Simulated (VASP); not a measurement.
Input:

```xyz
2
Lattice="0.0000 2.7218 2.7218 2.7218 0.0000 2.7218 2.7218 2.7218 0.0000" Properties=species:S:1:pos:R:3 pbc="T T T"
Si     1.3609     1.3609     1.3609
Si     0.0000     0.0000     0.0000
```

These are PBE GGA, VASP's PBE PAW potentials (set 64) (plane waves; VASP 6.6.1) values and carry that method's errors. Numerical set-up: PREC = Normal, 350 eV cut-off, 4×4×4 Γ-centred mesh, Gaussian smearing of 0.010 eV, potentials Si_GW.

Q: What does the run give for the energy per atom (σ→0), pressure, band gap (on the k-mesh) with the smallest direct gap where there is one?

A: 
The band gap (on the k-mesh) is 0.71 eV. The smallest direct gap (on the k-mesh) comes out as 2.54 eV, the energy per atom (σ→0) is -5.327 eV/atom and the pressure is 1.91 GPa.

The absolute energy has meaning only against runs of the same code, potentials and settings.

The structure comes from a computed database's Si entry (Fd-3m); how it stands against other phases isn't given here. The cell was not relaxed at this level. The k-mesh is coarse (spacing up to 0.50 per Å, 2π included), so the numbers may not be converged in it.
